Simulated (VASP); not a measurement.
Computed with PBEsol GGA, VASP's PBE PAW potentials (set 64) (plane waves; VASP).

A VASP calculation is set up with these files.

KPOINTS:
```
Automatic mesh
0
Gamma
8 8 8
0 0 0
```

### POSCAR
```
Ti3B
1
   -0.0000000000     2.9507149066     2.9507149066
    2.9507149066    -0.0000000000     2.9507149066
    2.9507149066     2.9507149066     0.0000000000
B Ti
1 3
Direct
  0.0000000000   0.0000000000   0.0000000000
  0.5000000000   0.5000000000   0.5000000000
  0.2500000000   0.2500000000   0.2500000000
  0.7500000000   0.7500000000   0.7500000000
```

**INCAR**
```
SIGMA=0.1
IBRION=2   # conjugate gradients
PREC=Accurate
EDIFFG=-0.01
ENCUT=600   # plane-wave cut-off (eV)
LWAVE=F
EDIFF=1E-7   # SCF stop (eV)
NSW=40
SYSTEM=Ti3B
LCHARG=F
LASPH=T   # aspherical one-centre terms
LREAL=F   # projection in real space or not
ISIF=3   # ions, shape and volume
ISMEAR=1
LMAXMIX=4   # l cut-off of mixed one-centre charges
PSTRESS=20
NELM=100
GGA=PS
ALGO=Normal   # blocked Davidson
```

POTCAR, in this order: B Ti_sv (PBE.64 set). Program: vasp_std.

Output

**OSZICAR**
```
       N       E                     dE             d eps       ncg     rms          rms(c)
DAV:   1     0.489842276375E+03    0.48984E+03   -0.22620E+04  1334   0.233E+03
DAV:   2     0.265844449122E+02   -0.46326E+03   -0.46003E+03  1334   0.625E+02
DAV:   3    -0.290075003134E+02   -0.55592E+02   -0.55245E+02  2557   0.179E+02
DAV:   4    -0.348168471541E+02   -0.58093E+01   -0.57586E+01  2054   0.488E+01
DAV:   5    -0.350485941056E+02   -0.23175E+00   -0.23162E+00  2120   0.945E+00    0.191E+01
DAV:   6    -0.313161088563E+02    0.37325E+01   -0.25875E+01  1903   0.450E+01    0.578E+00
DAV:   7    -0.313946922897E+02   -0.78583E-01   -0.19137E+00  1823   0.125E+01    0.386E+00
DAV:   8    -0.314501828935E+02   -0.55491E-01   -0.73175E-01  1845   0.101E+01    0.254E+00
DAV:   9    -0.314346299430E+02    0.15553E-01   -0.56280E-01  1805   0.830E+00    0.887E-01
DAV:  10    -0.314373030271E+02   -0.26731E-02   -0.86420E-02  1938   0.328E+00    0.407E-01
DAV:  11    -0.314389683286E+02   -0.16653E-02   -0.13278E-02  1747   0.128E+00    0.154E-01
DAV:  12    -0.314392638203E+02   -0.29549E-03   -0.16581E-03  1827   0.468E-01    0.277E-02
DAV:  13    -0.314392656118E+02   -0.17915E-05   -0.22967E-04  1924   0.170E-01    0.130E-02
DAV:  14    -0.314392660780E+02   -0.46618E-06   -0.28732E-05  1916   0.591E-02    0.490E-03
DAV:  15    -0.314392667366E+02   -0.65856E-06   -0.22840E-06  1787   0.171E-02    0.183E-03
DAV:  16    -0.314392667850E+02   -0.48411E-07   -0.40004E-07  1641   0.455E-03
   1 F= -.30797864E+02 E0= -.30796440E+02  d E =-.307979E+02
```

File OUTCAR:
```
------------------------ aborting loop because EDIFF is reached ----------------------------------------
  FORCE on cell =-STRESS in cart. coord.  units (eV):
  Direction    XX          YY          ZZ          XY          YZ          ZX
  --------------------------------------------------------------------------------------
  Total        0.6433394      0.6433394      0.6433394      0.0000000      0.0000000     -0.0000000
  in kB       20.0603709     20.0603709     20.0603709      0.0000000      0.0000000     -0.0000000
  external PRESSURE =       0.0603709 kB  Pullay stress =      20.0000000 kB
  volume of cell :       51.38
      direct lattice vectors                 reciprocal lattice vectors
     0.000000000  2.950714907  2.950714907    -0.169450461  0.169450461  0.169450461
     2.950714907  0.000000000  2.950714907     0.169450461 -0.169450461  0.169450461
     2.950714907  2.950714907  0.000000000     0.169450461  0.169450461 -0.169450461
 POSITION                                       TOTAL-FORCE (eV/Angst)
 -----------------------------------------------------------------------------------
      0.00000      0.00000      0.00000        -0.000000      0.000000     -0.000000
      2.95071      2.95071      2.95071        -0.000000      0.000000     -0.000000
      1.47536      1.47536      1.47536        -0.000000     -0.000000     -0.000000
      4.42607      4.42607      4.42607         0.000000      0.000000      0.000000
 -----------------------------------------------------------------------------------
    total drift:                                0.000000      0.000000      0.000000
  FREE ENERGIE OF THE ION-ELECTRON SYSTEM (eV)
  ---------------------------------------------------
  free  energy   TOTEN  =       -31.4392667850 eV

  energy  without entropy=      -31.4349967362  energy(sigma->0) =      -31.43784344
  enthalpy is  TOTEN    =       -30.7978635279 eV   P V=        0.6414032571

 reached required accuracy - stopping structural energy minimisation
```
(Selected blocks of OUTCAR.)

The structure was generated: Ti3B was put into the D03 type (Fm-3m), which need not be its known phase. It was relaxed first under an external pressure of 2 GPa. The electron count is odd and the run is not spin-polarised, which forces a metal.
